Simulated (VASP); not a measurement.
Input:

```
LiZn
1.0
    0.00000     3.03182     3.03182
    3.03182     0.00000     3.03182
    3.03182     3.03182     0.00000
Li Zn
2 2
Direct
  0.25000   0.25000   0.25000
  0.00000   0.00000   0.00000
  0.75000   0.75000   0.75000
  0.50000   0.50000   0.50000
```

Calculation: PBEsol GGA, VASP's PBE PAW potentials (set 64) (plane waves; VASP). Run with 400 eV cut-off, 8×8×8 Γ-centred mesh, Gaussian smearing of 0.050 eV, potentials Li_sv Zn.

**Question.** Give the energies of bands 7 to 18 at the high-symmetry points, in eV from the Fermi level.

**Answer.** 
| band | Γ | X | U | L | W |
|---|---|---|---|---|---|
| 7 | -7.27 | -6.92 | -7.02 | -7.23 | -7.00 |
| 8 | -7.27 | -6.92 | -6.98 | -7.20 | -7.00 |
| 9 | -6.84 | -6.91 | -6.93 | -6.77 | -6.93 |
| 10 | -6.84 | -6.91 | -6.89 | -6.77 | -6.93 |
| 11 | -6.84 | -6.62 | -6.61 | -6.65 | -6.57 |
| 12 | -6.63 | -6.62 | -6.57 | -6.65 | -6.57 |
| 13 | -6.63 | -4.09 | -4.46 | -5.45 | -3.99 |
| 14 | 3.63 | -4.09 | -3.63 | -3.73 | -3.99 |
| 15 | 3.63 | -0.97 | -1.81 | 1.89 | -1.46 |
| 16 | 3.63 | -0.97 | -0.37 | 1.89 | -1.46 |
| 17 | 3.75 | 3.07 | 3.15 | 3.26 | 5.10 |
| 18 | 3.75 | 3.07 | 5.43 | 3.26 | 5.10 |

It has no gap at this level: it comes out as a metal or semimetal.

The structure comes from a computed database's LiZn entry (Fd-3m); how it stands against other phases isn't given here. The cell was not relaxed at this level.
